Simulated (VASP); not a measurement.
# I3Ga in VASP: further runs

One molecule, I3Ga, is run at these levels: PBE+TS, PBE, revPBE+D3(BJ), RPBE, revPBE; tasks: atomic charges, electron localisation function, single point, relaxation of the atoms.

All numbers are computed with VASP 6.6.1; they aren't measurements. Logs are shortened: lines on timing, memory, paths and dates and some standing lists are left out, and cuts for length are marked.

## (1) The structure

The cell holds a molecule in a box, 4 atoms: a = 12.000 Å, b = 14.000 Å, c = 12.000 Å, α = 90.00°, β = 90.00°, γ = 90.00°.

## (2) Atomic charges, PBE+TS

File INCAR:

```
SYSTEM = GaI3
  ALGO = Normal
  EDIFF = 1E-6
  ENCUT = 520
  GGA = PE
  ISIF = 2
  ISMEAR = 0
  IVDW = 2
  LASPH = .TRUE.
  LCHARG = .FALSE.
  LORBIT = 10
  LREAL = .FALSE.
  LWAVE = .FALSE.
  NELM = 60
  PREC = Accurate
  SIGMA = 0.01
```

File KPOINTS:

```
k-points
0
G
  1 1 1
  0 0 0
```

File POSCAR:

```
GaI3
1.0
   12.0000000000      0.0000000000      0.0000000000
    0.0000000000     14.0000000000      0.0000000000
    0.0000000000      0.0000000000     12.0000000000
I Ga
3 1
Direct
    0.6248875000      0.4794964300      0.6254333300
    0.3772791700      0.3536392900      0.4154833300
    0.4589125000      0.6493607100      0.3802333300
    0.4870291700      0.4941607100      0.4737166700
```

Potentials or basis: VASP PAW PBE potentials, release 64 (I, Ga_d).

The run is started by

```bash
$ cat potpaw_PBE.64/I/POTCAR potpaw_PBE.64/Ga_d/POTCAR > POTCAR
$ mpirun -np 1 vasp_gam > vasp.out
```

OUTCAR:

```text
SYSTEM = GaI3
   EDIFF = 1E-6
   ENCUT = 520
   GGA = PE
   ISIF = 2
   ISMEAR = 0
   IVDW = 2
   LASPH = .TRUE.
   LORBIT = 10
   LREAL = .FALSE.
   NELM = 60
   PREC = Accurate
  IVDW =   2

 ion  position               nearest neighbor table
   1  0.625  0.479  0.625-   4 2.47
   2  0.377  0.354  0.415-   4 2.47
   3  0.459  0.649  0.380-   4 2.47
   4  0.487  0.494  0.474-   2 2.47   3 2.47   1 2.47

  LATTYP: Found a simple tetragonal cell.
 ALAT       =    12.0000000000
 C/A-ratio  =     1.1666666667

  Lattice vectors:

 A1 = ( -12.0000000000,   0.0000000000,   0.0000000000)
 A2 = (   0.0000000000,   0.0000000000,  12.0000000000)
 A3 = (   0.0000000000,  14.0000000000,   0.0000000000)

Analysis of symmetry for initial positions (statically):
=====================================================================
 Subroutine PRICEL returns:
 Original cell was already a primitive cell.

 Routine SETGRP: Setting up the symmetry group for a
 simple tetragonal supercell.

 Subroutine GETGRP returns: Found  1 space group operations
 (whereof  1 operations were pure point group operations)
 out of a pool of 16 trial point group operations.

The static configuration has the point symmetry C_1 .

Analysis of symmetry for dynamics (positions and initial velocities):
=====================================================================
 Subroutine PRICEL returns:
 Original cell was already a primitive cell.

 Routine SETGRP: Setting up the symmetry group for a
 simple tetragonal supercell.

 Subroutine GETGRP returns: Found  1 space group operations
 (whereof  1 operations were pure point group operations)
 out of a pool of 16 trial point group operations.

The dynamic configuration has the point symmetry C_1 .

 Subroutine INISYM returns: Found  1 space group operations
 (whereof  1 operations are pure point group operations),
 and found     1 'primitive' translations

----------------------------------------------------------------------------------------

                                     Primitive cell

  volume of cell :    2016.0000

  direct lattice vectors                    reciprocal lattice vectors
    12.000000000  0.000000000  0.000000000     0.083333333  0.000000000  0.000000000
     0.000000000 14.000000000  0.000000000     0.000000000  0.071428571  0.000000000
     0.000000000  0.000000000 12.000000000     0.000000000  0.000000000  0.083333333

  length of vectors
    12.000000000 14.000000000 12.000000000     0.083333333  0.071428571  0.083333333

  position of ions in fractional coordinates (direct lattice)
     0.624887500  0.479496430  0.625433330
     0.377279170  0.353639290  0.415483330
     0.458912500  0.649360710  0.380233330
     0.487029170  0.494160710  0.473716670

  ion indices of the primitive-cell ions
   primitive index   ion index
                 1           1
                 2           2
                 3           3
                 4           4

----------------------------------------------------------------------------------------

 KPOINTS: k-points

Automatic generation of k-mesh.
 Grid dimensions read from file:
 generate k-points for:    1    1    1

 Generating k-lattice:

  Cartesian coordinates                     Fractional coordinates (reciprocal lattice)
     0.083333333  0.000000000  0.000000000     1.000000000  0.000000000  0.000000000
     0.000000000  0.071428571  0.000000000     0.000000000  1.000000000  0.000000000
     0.000000000  0.000000000  0.083333333     0.000000000  0.000000000  1.000000000

  Length of vectors
     0.083333333  0.071428571  0.083333333

  Shift w.r.t. Gamma in fractional coordinates (k-lattice)
     0.000000000  0.000000000  0.000000000

 Subroutine IBZKPT returns following result:
 ===========================================

 Found      1 irreducible k-points:

 Following reciprocal coordinates:
            Coordinates               Weight
  0.000000  0.000000  0.000000      1.000000
   k-points           NKPTS =      1   k-points in BZ     NKDIM =      1   number of bands    NBANDS=     21
   number of dos      NEDOS =    301   number of ions     NIONS =      4
   total plane-waves  NPLWV = 874800
   dimension x,y,z NGX =    90 NGY =  108 NGZ =   90
   dimension x,y,z NGXF=   180 NGYF=  216 NGZF=  180
   ions per type =               3   1
   NGX,Y,Z   is equivalent  to a cutoff of  12.47, 12.82, 12.47 a.u.
   NGXF,Y,Z  is equivalent  to a cutoff of  24.94, 25.65, 24.94 a.u.
 SYSTEM =  GaI3
   PREC   = accura    normal or accurate (medium, high low for compatibility)
   ISTART =      0    job   : 0-new  1-cont  2-samecut
   ICHARG =      2    charge: 1-file 2-atom 10-const
   ISPIN  =      1    spin polarized calculation?
   LNONCOLLINEAR =      F non collinear calculations
   LSORBIT =      F    spin-orbit coupling
   LASPH  =      T    aspherical Exc in radial PAW
   ENCUT  =  520.0 eV  38.22 Ry    6.18 a.u.  22.31 26.03 22.31*2*pi/ulx,y,z
   NELM   =     60;   NELMIN=  2; NELMDL= -5     # of ELM steps
   EDIFF  = 0.1E-05   stopping-criterion for ELM
   LREAL  =      F    real-space projection
   EDIFFG = 0.1E-04   stopping-criterion for IOM
   NSW    =      0    number of steps for IOM
   IBRION =     -1    ionic relax: 0-MD 1-quasi-New 2-CG
   NFREE  =      0    steps in history (QN), initial steepest desc. (CG)
   ISIF   =      2    stress and relaxation
   ISYM   =      2    0-nonsym 1-usesym 2-fastsym
   POTIM  = 0.5000    time-step for ionic-motion
   TEBEG  =    0.0;   TEEND  =   0.0 temperature during run
   PSTRESS=    0.0 pullay stress
   NELECT =      34.0000    total number of electrons
   NUPDOWN=      -1.0000    fix difference up-down
   EMIN   =  10.00;   EMAX   =-10.00  energy-range for DOS
   EFERMI =   0.00;   METHOD = LEGACY
   ISMEAR =     0;   SIGMA  =   0.01  broadening in eV -4-tet -1-fermi 0-gaus
   EFERMI_NEDOS =   21; number of points for ismear=-14 and -15
   IALGO  =     38    algorithm
   IMIX   =      4    mixing-type and parameters
     AMIX     =   0.40;   BMIX     =  1.00
     AMIX_MAG =   1.60;   BMIX_MAG =  1.00
  volume/ion in A,a.u.               =     504.00      3401.16
  Fermi-wavevector in a.u.,A,eV,Ry     =   0.419828  0.793359  2.398097  0.176255
  Thomas-Fermi vector in A             =   1.381622
   LORBIT       =     10    0 simple, 1 ext, 2 COOP (PROOUT), +10 PAW based schemes
   GGA     = PE    functional components
   LHFCALC =     F    Hartree Fock is set to
   AEXX    =    0.0000 exact exchange contribution
   IVDW    =     2    specifies the selected vdW correction
   LEPSILON=     F    determine dielectric tensor
   LRPA    =     F    only Hartree local field effects (RPA)
 non-spin polarized calculation
 Gauss-broadening in eV      SIGMA  =   0.01
  energy-cutoff  :      520.00
  volume of cell :     2016.00
 maximum number of plane-waves:     27133
 NGX is ok and might be reduce to    90
   NGX = 45   NGY = 53   NGZ = 45

 number of electron      33.9999999 magnetization

 Free energy of the ion-electron system (eV)
  ---------------------------------------------------
  ext. energy  EPLUGINS =         0.00000000
  ---------------------------------------------------
  free energy    TOTEN  =        -9.10097156 eV

  energy without entropy =       -9.10097156  energy(sigma->0) =       -9.10097156

 E-fermi :  -5.9910     XC(G=0):  -1.1869

 val. band max:       -6.0394229535   @ k =   0.0000   0.0000   0.0000
 cond. band min:      -2.8126159246   @ k =   0.0000   0.0000   0.0000
 fundamental gap:      3.2268070289
 Fermi energy:        -5.9910168949

 k-point     1 :       0.0000    0.0000    0.0000
  band No.  band energies     occupation
      1     -20.2772      2.00000
      2     -20.1795      2.00000
      3     -20.1795      2.00000
      4     -20.1516      2.00000
      5     -20.1516      2.00000
      6     -17.3196      2.00000
[... 13 lines left out ...]
     20      -0.2270      0.00000
     21       0.1632      0.00000

------------------------ aborting loop because EDIFF is reached ----------------------------------------

  Hirshfeld charges:
            ion         q(e)
   ------------------------------
      1     I       -0.08185360
      2     I       -0.08219692
      3     I       -0.08195184
      4     Ga       0.24600235

  Tkatchenko/Scheffler method for vdW energy calculation

  Number of pair interactions contributing to vdW energy:    2617

  Edisp (eV):   -0.07872

  FORCE on cell =-STRESS in cart. coord.  units (eV):
  Direction    XX          YY          ZZ          XY          YZ          ZX
  --------------------------------------------------------------------------------------
  -------------------------------------------------------------------------------------
  Total       0.41868     0.81103     0.46291     0.14493    -0.13537     0.40740
  in kB       0.33274     0.64455     0.36789     0.11518    -0.10758     0.32377
  external pressure =        0.45 kB  Pullay stress =        0.00 kB

 VOLUME and BASIS-vectors are now :
 -----------------------------------------------------------------------------
  energy-cutoff  :      520.00
  volume of cell :     2016.00
      direct lattice vectors                 reciprocal lattice vectors
    12.000000000  0.000000000  0.000000000     0.083333333  0.000000000  0.000000000
     0.000000000 14.000000000  0.000000000     0.000000000  0.071428571  0.000000000
     0.000000000  0.000000000 12.000000000     0.000000000  0.000000000  0.083333333

 POSITION                                       TOTAL-FORCE (eV/Angst)
 -----------------------------------------------------------------------------------
      7.49865      6.71295      7.50520         0.155985     -0.019398      0.171986
      4.52735      4.95095      4.98580        -0.125578     -0.187038     -0.066289
      5.50695      9.09105      4.56280        -0.031916      0.205687     -0.106307
      5.84435      6.91825      5.68460         0.001509      0.000750      0.000610
 -----------------------------------------------------------------------------------
    total drift:                                0.000643     -0.000713     -0.000580

  FREE ENERGIE OF THE ION-ELECTRON SYSTEM (eV)
  ---------------------------------------------------
  free  energy   TOTEN  =        -9.1796940615 eV

  energy  without entropy=       -9.1796940615  energy(sigma->0) =       -9.17969406

 total charge

# of ion       s       p       d       tot
------------------------------------------
    1        1.512   2.775   0.015   4.301
    2        1.512   2.775   0.015   4.301
    3        1.512   2.775   0.015   4.301
    4        0.884   0.688  10.014  11.586
--------------------------------------------------
tot          5.420   9.012  10.058  24.490
```

Run time: 99 s. Hardware: 1 thread of AMD EPYC 9R45 (Zen 5), shared host; peak memory 1.4 GiB.

Results:

```
Free energy                                           : -9.1797 eV
Largest force                                         : 0.235 eV/Å
Gap between the frontier levels                       : 3.23 eV
Valence electrons inside the program's atomic spheres : I 4.30; Ga 11.59
Hirshfeld charges                                     : I -0.08; Ga +0.25 e
Dispersion energy per atom                            : -0.020 eV
```

Forces on the atoms (eV/Å):
```
I    0.156 -0.019  0.172
I   -0.126 -0.187 -0.066
I   -0.032  0.206 -0.106
Ga   0.002  0.001  0.001
```

Caveat: spin-orbit coupling is left out, which moves the levels of the heavy elements.

(Continued in part 2 of 2.)
